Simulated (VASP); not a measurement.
A run of VASP 6.6.1 is set up as follows.

Contents of POSCAR:

```
Si
1.0
    0.0000000000      2.7185000000      2.7185000000
    2.7185000000      0.0000000000      2.7185000000
    2.7185000000      2.7185000000      0.0000000000
Si
2
Direct
    0.5000000000      0.5000000000      0.5000000000
    0.7500000000      0.7500000000      0.7500000000
```

The input INCAR.step1:

```
PREC = Accurate
ENCUT = 600
EDIFF = 1E-8
ISMEAR = 0
SIGMA = 0.1
LREAL = False
LASPH = True
NELM = 80
ALGO = Normal
ISIF = 3
LWAVE = False
LCHARG = False
GGA = CA
IBRION = 2
NSW = 40
EDIFFG = -0.002
```

Contents of INCAR.step2:

```
PREC = Accurate
ENCUT = 600
EDIFF = 1E-8
ISMEAR = 0
SIGMA = 0.1
LREAL = False
LASPH = True
NELM = 80
ALGO = Normal
ISIF = 3
LWAVE = False
LCHARG = False
GGA = CA
IBRION = 6
NFREE = 2
POTIM = 0.015
NSW = 1
```

Contents of KPOINTS:

```
regular mesh
0
Gamma
  6 6 6
```

Potentials or basis: VASP PAW LDA potentials, release 64 (Si).

Run with:

```sh
$ cat potpaw_LDA.64/Si/POTCAR > POTCAR
$ cp INCAR.step1 INCAR
$ mpirun -np 1 vasp_std > vasp.out
$ cp CONTCAR POSCAR
$ cp INCAR.step2 INCAR
$ mpirun -np 1 vasp_std > vasp.out
```

(1) Predict the elastic constants C11, C12, C44.

(2) What does it give for the Voigt bulk modulus?

(3) What does it give for the relaxed volume?

Answers

(1) 161, 65, 76 GPa.

(2) 97 GPa.

(3) 19.73 Å³/atom.
